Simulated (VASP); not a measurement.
Consider the following.

```xyz
2
Lattice="4.1200 0.0000 0.0000 0.0000 4.1200 0.0000 0.0000 0.0000 4.1200" Properties=species:S:1:pos:R:3 pbc="T T T"
Cs     0.0000     0.0000     0.0000
Cl     2.0600     2.0600     2.0600
```

These are RPBE GGA, VASP's PBE PAW potentials (set 64) (plane waves; VASP) values and carry that method's errors. Run with 520 eV cut-off, 6×6×6 Γ-centred mesh, Gaussian smearing of 0.050 eV, potentials Cs_sv Cl.

Energy and stress use the plane-wave basis of the starting cell.

The ions, cell shape and volume are relaxed. Which structure does the run end with?

```xyz
2
Lattice="4.3775 0.0000 0.0000 0.0000 4.3775 0.0000 0.0000 0.0000 4.3775" Properties=species:S:1:pos:R:3 pbc="T T T"
Cs     0.0000     0.0000     0.0000
Cl     2.1888     2.1888     2.1888
```
Space group Pm-3m (221), at a tolerance of 0.03 Å.

How do energy and volume change from the first to the last step?

The energy (σ→0) changes by -53.7 meV/atom and the volume by +19.9 %, in 4 ionic steps.

The compound is CsCl in the CsCl type structure. This run relaxes it. Symmetry was kept, so distortions that lower it aren't found.
